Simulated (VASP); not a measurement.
Level of theory: SCAN meta-GGA, VASP's PBE PAW potentials (set 64) (plane waves; VASP).

Input for VASP

KPOINTS:
```
Automatic mesh
0
Gamma
15 15 15
0 0 0
```

**INCAR**
```
ALGO=Normal
EDIFF=1E-7
ENCUT=520
ISIF=2
ISMEAR=1
LASPH=T
LCHARG=F
LMAXMIX=4
LMIXTAU=T
LREAL=F
LWAVE=F
METAGGA=SCAN
NELM=100
PREC=Accurate
SIGMA=0.1
SYSTEM=Nb
```

### POSCAR
```
Nb
2.9098830
 -0.5773503539   0.5773503539   0.5773503539
  0.5773503539  -0.5773503539   0.5773503539
  0.5773503539   0.5773503539  -0.5773503539
Nb
1
Cartesian
  0.0000000000   0.0000000000   0.0000000000
```

POTCAR, in this order: Nb_sv (PBE.64 set). Program: vasp_std.

Problem. What does the run give for the energy per atom (σ→0), pressure, band gap (on the k-mesh)?

Solution. 
| Item | Result |
|---|---|
| energy per atom (σ→0) | -33.201 eV/atom |
| band gap (on the k-mesh) | none (metal, semimetal or under 0.01 eV) |
| pressure | -9.61 GPa |

File OSZICAR:
```
...
DAV:  25    -0.332013343302E+02    0.35709E-05   -0.15585E-06  2438   0.187E-02    0.564E-03
DAV:  26    -0.332013303024E+02    0.40278E-05   -0.49386E-06  2430   0.313E-02    0.322E-03
DAV:  27    -0.332013294035E+02    0.89882E-06   -0.10645E-06  3008   0.152E-02    0.204E-03
DAV:  28    -0.332013289215E+02    0.48204E-06   -0.27922E-07  2548   0.708E-03    0.127E-03
DAV:  29    -0.332013290576E+02   -0.13606E-06   -0.15409E-07  2156   0.497E-03    0.560E-04
DAV:  30    -0.332013287473E+02    0.31025E-06   -0.21080E-08  1250   0.244E-03    0.444E-04
DAV:  31    -0.332013288195E+02   -0.72158E-07   -0.47125E-08  1242   0.289E-03
   1 F= -.33201329E+02 E0= -.33200726E+02  d E =-.180949E-02
```

The compound is Nb in the bcc structure. This cell is one point of a volume scan, at 1.06 of the reference volume.
